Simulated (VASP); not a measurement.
## In2O3: relaxation of cell and atoms with LDA

Crystal: In2O3.

```xyz
10
Lattice="2.7041 1.5612 4.6555 -2.7041 1.5612 4.6555 0.0000 -3.1224 4.6555" Properties=species:S:1:pos:R:3 pbc="T T T"
In    0.0000    0.0000    5.0197
In    0.0000    0.0000    1.9636
In    0.0000    0.0000    8.9468
In    0.0000    0.0000   12.0029
O    -1.1123    1.5612    8.1471
O    -0.7959   -1.7439    8.1471
O     1.9082    0.1826    8.1471
O     1.1123   -1.5612    5.8194
O     0.7959    1.7439    5.8194
O    -1.9082   -0.1826    5.8194
```

```
Program                : VASP 6.6.1
Task                   : relaxation of cell and atoms
Functional             : LDA
Potentials or basis    : VASP PAW LDA potentials, release 64 (In_d, O)
Cutoff                 : 600 eV
k mesh                 : 6 × 6 × 6
Occupations            : fermi-dirac, width 0.05 eV
Spin                   : no spin polarisation
Target pressure        : 20 GPa
Further INCAR settings : ALGO = Normal; EDIFF = 1e-06; IBRION = 2; EDIFFG = -0.01; NSW = 40; ISIF = 3
Target pressure        : 20 GPa
```

```json
{"Relaxed volume": "11.28 Å³/atom", "Relaxed cell": "a = 5.483 Å, b = 5.483 Å, c = 5.483 Å, α = 58.61°, β = 58.61°, γ = 58.61°", "Space group after relaxing (to 0.05 Å)": "R-3c (No. 167)", "Energy change on relaxing (the enthalpy is what falls)": "+47.2 meV/atom", "Ionic steps": "13", "Pressure after relaxing": "20.0 GPa", "Largest force after relaxing": "0.008 eV/Å", "Band gap on the k mesh": "1.80 eV, indirect (least direct gap 1.82 eV)"}
```

Forces on the atoms (eV/Å):
```
In   0.000  0.000 -0.008
In   0.000  0.000  0.008
In   0.000  0.000  0.008
In   0.000  0.000 -0.008
O   -0.006  0.000  0.000
O    0.003 -0.005  0.000
O    0.003  0.005  0.000
O    0.006  0.000  0.000
O   -0.003  0.005  0.000
O   -0.003 -0.005  0.000
```

Stress tensor (GPa, compression positive):
```
20.02  0.00  0.00
 0.00 20.02  0.00
 0.00  0.00 19.92
```

Step by step:
```
step  energy change (eV)  largest force (eV/Å)  pressure (GPa)  volume (Å³)
   1              0.0000                0.0072           10.01       117.93
   2              1.8543                0.4017           42.03       105.81
   3              0.4096                0.1286           19.82       113.47
   4              0.4205                0.1313           19.97       113.38
   5              0.4317                0.1340           20.19       113.29
   6              0.4397                0.1057           20.20       113.18
   7              0.4744                0.0630           20.24       112.83
   8              0.4805                0.0648           20.21       112.78
   9              0.4381                0.0227           19.29       113.11
  10              0.4531                0.0209           19.65       112.99
  11              0.4824                0.0229           20.18       112.75
  12              0.4727                0.0180           20.02       112.83
  13              0.4718                0.0077           19.98       112.84
```

Final structure:
```
In O
1.0
     2.68361    1.54938    4.52293
    -2.68361    1.54938    4.52293
     0.00000   -3.09877    4.52293
In O
4 6
Cartesian
  0.0000 0.0000 4.9057
  0.0000 0.0000 1.8787
  0.0000 0.0000 8.6631
  0.0000 0.0000 11.6901
  -1.1115 1.5494 7.9151
  -0.7861 -1.7373 7.9151
  1.8975 0.1879 7.9151
  1.1115 -1.5494 5.6537
  0.7861 1.7373 5.6537
  -1.8975 -0.1879 5.6537
```

Levels at points of the mesh, in eV from the valence-band top:
| k point | band 40 | band 41 | band 42 | band 43 | band 44 | band 45 | band 46 | band 47 | band 48 | band 49 |
| --- | --- | --- | --- | --- | --- | --- | --- | --- | --- | --- |
| (0.00, 0.00, 0.00) | -0.47 | -0.33 | -0.33 | -0.01 | -0.01 | 1.80 | 5.59 | 7.08 | 7.22 | 9.66 |
| (0.50, 0.00, 0.00) | -1.13 | -0.68 | -0.68 | -0.07 | -0.07 | 5.42 | 5.42 | 6.50 | 6.50 | 8.68 |
| (0.50, 0.50, 0.00) | -1.11 | -0.71 | -0.32 | -0.08 | -0.04 | 5.82 | 6.03 | 6.48 | 7.22 | 7.79 |
| (0.50, 0.50, 0.50) | -1.30 | -0.25 | -0.25 | -0.25 | -0.25 | 4.86 | 4.86 | 7.88 | 7.88 | 8.55 |

Run time: 8.9 min on 8 MPI ranks on Intel(R) Xeon(R) Platinum 8488C (Sapphire Rapids), with other jobs on the host, peak memory 0.41 GiB a rank.

Caveat: the cell is relaxed towards a set pressure, so the enthalpy falls and the energy may rise; spin-orbit coupling is left out, which moves the levels of the heavy elements. Zero-point motion and thermal expansion aren't in these numbers.
